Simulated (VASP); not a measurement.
Data:

```
Fe
1.0
    2.36562     0.00000     0.00000
    0.00000     2.36562     0.00000
    0.00000     0.00000     2.36562
Fe
1
Direct
  0.00000   0.00000   0.00000
```
Starting moments (μB, in the order of the record's atoms Fe): 4.0.

Calculation: r2SCAN meta-GGA, VASP's PBE PAW potentials (set 64) (plane waves; VASP 6.6.1). Settings: 400 eV cut-off, 14×14×14 Γ-centred mesh, first-order Methfessel-Paxton smearing of 0.10 eV, potentials Fe.

Energy and stress use the plane-wave basis of the starting cell.

Problem. The ions, cell shape and volume are relaxed. Which structure does the run end with?

Solution. 
```
Fe
1.0
    2.40417     0.00000     0.00000
    0.00000     2.40417     0.00000
    0.00000     0.00000     2.40417
Fe
1
Direct
  0.00000   0.00000   0.00000
```
Space group Pm-3m (221), at a tolerance of 0.03 Å. The cell ends with 2.89 μB, on the sites 2.91 μB.

Problem. How do energy and volume change from the first to the last step?

Solution. The energy (σ→0) changes by -13.0 meV/atom and the volume by +5.0 %, in 3 ionic steps.

The structure was generated: Fe was put into the simple-cubic type (Pm-3m), which need not be its known phase. This run relaxes it. Symmetry was kept, so distortions that lower it aren't found.
